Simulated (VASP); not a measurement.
Input for VASP

**INCAR**
```
SYSTEM = WSe2
PREC = Accurate; ENCUT = 480; LREAL = F
LASPH = T
EDIFF = 1E-6; NELM = 100; ALGO = Normal
LMAXMIX = 6; LMIXTAU = T
ISMEAR = 0; SIGMA = 0.05
METAGGA = R2SCAN
IBRION = 2; NSW = 60; ISIF = 3
EDIFFG = -0.02
LWAVE = F; LCHARG = F
```

File KPOINTS:
```
Automatic mesh
0
Gamma
7 7 2
0 0 0
```

File POSCAR:
```
WSe2
1.0
  3.2708668359   0.0000000000   0.0000000000
 -1.6354334179   2.8326534506   0.0000000000
  0.0000000000   0.0000000000  13.0211420967
W Se
2 4
Cartesian
  1.6354350534   0.9442168726   9.7658565725
 -0.0000016354   1.8884365780   3.2552855242
  1.6354350534   0.9442168726   4.9339660082
 -0.0000016354   1.8884365780  11.4445370566
 -0.0000016354   1.8884365780   8.0871760885
  1.6354350534   0.9442168726   1.5766050401
```

POTCAR, in this order: W_sv Se (PBE.64 set). Program: vasp_std.

Question: Translate this r2SCAN calculation to Ansatz.

Answer: One equivalent input (not run):
Ansatz 0.2 input:
```yaml
crystal:
  lattice:
    - [3.2708668, 0.0000000, 0.0000000]
    - [-1.6354334, 2.8326535, 0.0000000]
    - [0.0000000, 0.0000000, 13.0211421]
  atoms:
    - { symbol: W, position: [0.6666670, 0.3333330, 0.7500000] }
    - { symbol: W, position: [0.3333330, 0.6666670, 0.2500000] }
    - { symbol: Se, position: [0.6666670, 0.3333330, 0.3789196] }
    - { symbol: Se, position: [0.3333330, 0.6666670, 0.8789196] }
    - { symbol: Se, position: [0.3333330, 0.6666670, 0.6210804] }
    - { symbol: Se, position: [0.6666670, 0.3333330, 0.1210804] }
kpoints:
  mp_grid: { grid: [7, 7, 2] }
hamiltonian:
  xc: r2scan
  pseudopotentials: { kind: paw }
scf:
  occupations: { method: gaussian, width: 0.05 }
  max_iter: 100
relax:
  max_steps: 60
  f_tol: 0.02
  cell: {}
output: { forces: true, stress: true, eigenvalues: true }
```
What does not carry over: each code has its own PAW files, so the cut-off isn't converted (ENCUT is set for VASP's; basis.ecutwfc is left out, and Ansatz then takes the one that its files recommend); Ansatz stops its SCF on the density residual and VASP on the energy change (EDIFF).

The compound is WSe2 in the 2H layered structure. This run relaxes it. Symmetry was kept, so distortions that lower it aren't found. The start is the result of an earlier pass.
